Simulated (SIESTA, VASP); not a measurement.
This is a calculation of CrN2 for VASP 6.6.1. Atoms were shifted at random by some hundredths of an Å from the given cell, which wasn't relaxed again for these runs. The cell comes from a database or a generator and needn't be the stable form of this composition.

Contents of INCAR:

```
SYSTEM = CrN2
  PREC = Accurate
  ENCUT = 520
  EDIFF = 1E-7
  ISMEAR = -1
  SIGMA = 0.05
  LREAL = .False.
  LASPH = .True.
  NELM = 100
  ALGO = Normal
  ISIF = 2
  LWAVE = .False.
  LCHARG = .True.
  ISPIN = 2
  MAGMOM = 3 3 0 0 0 0
  LORBIT = 11
  LMAXMIX = 4
  GGA = PE
  LELF = .True.
  LVHAR = .True.
  NBANDS = 35
```

Contents of KPOINTS:

```
regular mesh
0
Gamma
  7 6 10
  0 0 0
```

POSCAR

```
CrN2
1.0
    3.9017860000      0.0000000000      0.0000000000
    0.0000000000      4.8095120000      0.0000000000
    0.0000000000      0.0000000000      2.7841700000
Cr N
2 4
Direct
   -0.0035960000      0.0086070000      0.0156060000
    0.4969750000      0.5086110000      0.4907700000
    0.8613350000      0.5905820000     -0.0056250000
    0.1260710000      0.4144760000     -0.0079130000
    0.3610540000      0.9124440000      0.4867560000
    0.6413560000      0.0859200000      0.4839660000
```

Potentials or basis: VASP PAW PBE potentials, release 64 (Cr_pv, N).

Run with:

```bash
$ cat potpaw_PBE.64/Cr_pv/POTCAR potpaw_PBE.64/N/POTCAR > POTCAR
$ mpirun -np 1 vasp_std > vasp.out
```

**Question.** Translate it to SIESTA 5.4.2. Potentials or basis there: files PseudoDojo sr-pbe-0.4.1-standard, DZP (energy shift 0.003 Ry; two zetas on semicore shells).

**Answer.** As run (cutoffs and basis follow the program's own potentials, and thresholds, step limits or extra output files can differ):

Contents of CrN2.fdf:

```
SystemName                      CrN2
SystemLabel                     CrN2
NumberOfSpecies                 2
NumberOfAtoms                   6
%block ChemicalSpeciesLabel
  1  24 Cr
  2   7 N
%endblock ChemicalSpeciesLabel

LatticeConstant                 1.0 Ang
%block LatticeVectors
     3.9017860000     0.0000000000     0.0000000000
     0.0000000000     4.8095120000     0.0000000000
     0.0000000000     0.0000000000     2.7841700000
%endblock LatticeVectors
AtomicCoordinatesFormat         Fractional
%block AtomicCoordinatesAndAtomicSpecies
    -0.0035960000     0.0086070000     0.0156060000  1  Cr
     0.4969750000     0.5086110000     0.4907700000  1  Cr
     0.8613350000     0.5905820000    -0.0056250000  2  N
     0.1260710000     0.4144760000    -0.0079130000  2  N
     0.3610540000     0.9124440000     0.4867560000  2  N
     0.6413560000     0.0859200000     0.4839660000  2  N
%endblock AtomicCoordinatesAndAtomicSpecies

%block kgrid.MonkhorstPack
    7   0   0  0.0
    0   6   0  0.0
    0   0  10  0.0
%endblock kgrid.MonkhorstPack
XC.Functional                   GGA
XC.Authors                      PBE
PAO.BasisSize                   DZP
PAO.EnergyShift                 0.003 Ry
Mesh.Cutoff                     800 Ry
Spin                            polarized
%block DM.InitSpin
    1   3.000
    2   3.000
    3   0.000
    4   0.000
    5   0.000
    6   0.000
%endblock DM.InitSpin
OccupationFunction              FD
ElectronicTemperature           0.05 eV
MaxSCFIterations                200
SCF.MustConverge                false
SCF.Mixer.Method                Pulay
SCF.Mixer.Weight                0.1
SCF.Mixer.History               10
SCF.DM.Tolerance                5.0e-05
SCF.H.Tolerance                 1.0e-03 eV
WriteForces                     true
Charge.Mulliken                 end
%block PAO.Basis
  Cr 5
  n=3 0 2
    2.885 0.000
  n=4 0 2
    8.703 0.000
  n=3 1 2
    3.267 0.000
  n=4 1 1
    8.703
  n=3 2 2
    6.381 0.000
%endblock PAO.Basis
```

Potentials or basis: PseudoDojo 0.4 standard (PBE files), converted to PSML, two zetas on semicore shells, DZP (energy shift 0.003 Ry; two zetas on semicore shells).

Launch:

```console
$ siesta < CrN2.fdf > CrN2.out 2>&1
```

Both were run:

|  | VASP | SIESTA |
| --- | --- | --- |
| Pressure | -0.3 GPa | 2.6 GPa |
| Net moment | 4.20 μB per cell | 4.23 μB per cell |

The potentials hold 44 and 48 valence electrons a cell.

The magnetic state is the one that the start led to; the real crystal's order can differ.

Pressure is positive in compression.
